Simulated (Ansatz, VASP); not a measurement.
Two plane-wave programs on Li2BeS2

```xyz
5
Lattice="3.2213 -1.8481 0.0000 3.2213 1.8481 0.0000 -0.1120 0.0000 6.1410" Properties=species:S:1:pos:R:3 pbc="T T T"
Li    5.9383    0.0000    3.5339
Li    3.7734    0.0000    1.6363
Be    1.6366    0.0000    5.0854
S     5.9370    0.0000    5.8432
S     1.6367    0.0000    2.9571
```

Change from the starting cell: the structure that the rattled cell fell into.

Alike in both runs: task single point; functional PBE; k mesh 6 × 6 × 4; occupations gaussian, width 0.1 eV; no spin polarisation.

```csv
,VASP,Ansatz
version,VASP 6.6.1,Ansatz 0.2.0
potentials or method,"VASP PAW PBE potentials, release 64 (Li_sv, Be, S)","scalar-relativistic, plane waves, PAW"
plane-wave cutoff (eV),520,420
valence electrons in the cell,20,20
```

```tsv
	VASP	Ansatz	Ansatz less VASP
gap on the k mesh at the Fermi level (eV)	3.44	3.43	-0.005
least direct gap on the mesh (eV)	3.67	3.66	-0.007
rms of the force components (eV/Å)	0.007	0.002	-0.0044
```

Atom by atom the forces differ by 0.005 eV/Å (rms over components). With one functional, cell and mesh, what is left measures potentials, basis and numerics.

 A k mesh can miss the band edges.
